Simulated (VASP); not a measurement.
An input for Quantum ESPRESSO's pw.x (written as the equivalent of a VASP run, and not itself run):

```
&CONTROL
  calculation = 'scf'
  pseudo_dir = './pseudo'
  outdir = './out'
  tprnfor = .true.
  tstress = .true.
/
&SYSTEM
  ibrav = 0
  nat = 3
  ntyp = 2
  ecutwfc = 86
  occupations = 'tetrahedra'
  input_dft = 'vdw-df-ob86'
/
&ELECTRONS
  conv_thr = 7.3e-09
  electron_maxstep = 100
/
ATOMIC_SPECIES
  Sn 118.710 Sn.upf
  Se 78.971 Se.upf
CELL_PARAMETERS angstrom
     1.9284091   -3.3401028    0.0000000
     1.9284091    3.3401028   -0.0000000
     0.0000000    0.0000000    6.1744458
ATOMIC_POSITIONS crystal
  Sn   0.0000000  1.0000000  0.0000000
  Se   0.3333330  0.6666670  0.2586296
  Se   0.6666670  0.3333330  0.7413704
K_POINTS automatic
  7 7 4 0 0 0
```

**Question.** Write the VASP files for the same calculation (optB86b-vdW).

**Answer.** This is not unique; one that fits is 
File POSCAR:
```
SnSe2
6.1744460
  0.3123209952  -0.5409558675   0.0000000000
  0.3123209952   0.5409558675   0.0000000000
  0.0000000000   0.0000000000   0.9999999641
Sn Se
1 2
direct
  0.0000000000   1.0000000000   0.0000000000
  0.3333330000   0.6666670000   0.2586295722
  0.6666670000   0.3333330000   0.7413704278
```

INCAR:
```
SYSTEM = SnSe2
PREC = Accurate
ENCUT = 520
EDIFF = 1E-7
NELM = 100
ALGO = Normal
LREAL = .FALSE.
LASPH = .TRUE.
ISMEAR = -5
GGA = MK
PARAM1 = 0.1234
PARAM2 = 1.0
LUSE_VDW = .TRUE.
AGGAC = 0.0
LMAXMIX = 4
LWAVE = .FALSE.
LCHARG = .TRUE.
LORBIT = 11
NEDOS = 601
ISIF = 2
LEFG = .TRUE.
```

**KPOINTS**
```
kpoints
0
Gamma
  7 7 4
```

POTCAR, in this order: Sn_d Se (PBE.64 set). Program: vasp_std.

The two are equivalent in intent, not identical: the potentials are each code's own (VASP's PAW set, PseudoDojo norm-conserving files in pw.x), so ENCUT and ecutwfc are chosen apart and not converted; conv_thr bounds pw.x's estimated SCF error, while EDIFF bounds the energy change between steps; the field gradients of LEFG aren't asked of the other code.

The compound is SnSe2 in the 1T layered structure. It was relaxed first.
